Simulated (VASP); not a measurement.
CuPdSe2, 4 atoms in the cell. It takes space group R-3m (No. 166, trigonal). Conventional cell: a = 3.815 Å, b = 3.815 Å, c = 20.772 Å, α = 90.00°, β = 90.00°, γ = 120.00°. Around Cu (site symmetry -3m) lie 6 Se at 3.03 Å. Pd (site symmetry -3m) has 6 Se at 2.60 Å as nearest neighbours. Se (site symmetry 3m) is surrounded by 3 Pd at 2.60 Å. The cell comes from a database or a generator and needn't be the stable form of this composition.

```yaml
Program: VASP 6.6.1
Task: single point
Functional: LDA
Potentials_or_basis: VASP PAW LDA potentials, release 64 (Cu, Pd, Se)
Cutoff: 520 eV
k_mesh: 6 × 6 × 6
Occupations: gaussian, width 0.05 eV
Spin: collinear spin, random start
Starting_moments: "[-0.71, 0.0, 0.0, 0.0] μB"
Hubbard_terms: Cu d U = 7 eV, Pd d U = 7 eV
Further_INCAR_settings: ALGO = Normal; EDIFF = 1e-06; NBANDS = 28
```

Potentials or basis: VASP PAW LDA potentials, release 64 (Cu, Pd, Se).

Launch:

```bash
$ cat potpaw_LDA.64/Cu/POTCAR potpaw_LDA.64/Pd/POTCAR potpaw_LDA.64/Se/POTCAR > POTCAR
$ mpirun -np 1 vasp_std > vasp.out
```

Hardware: 1 thread of AMD EPYC 7R13 Processor (Zen 3), on a shared host.

Question: Estimate the wall time of this run.

Answer: Run time: 6.3 min on 1 thread of AMD EPYC 7R13 Processor (Zen 3), with other jobs on the host, peak memory 0.37 GiB. Counts: scf iterations 16, k points 32.
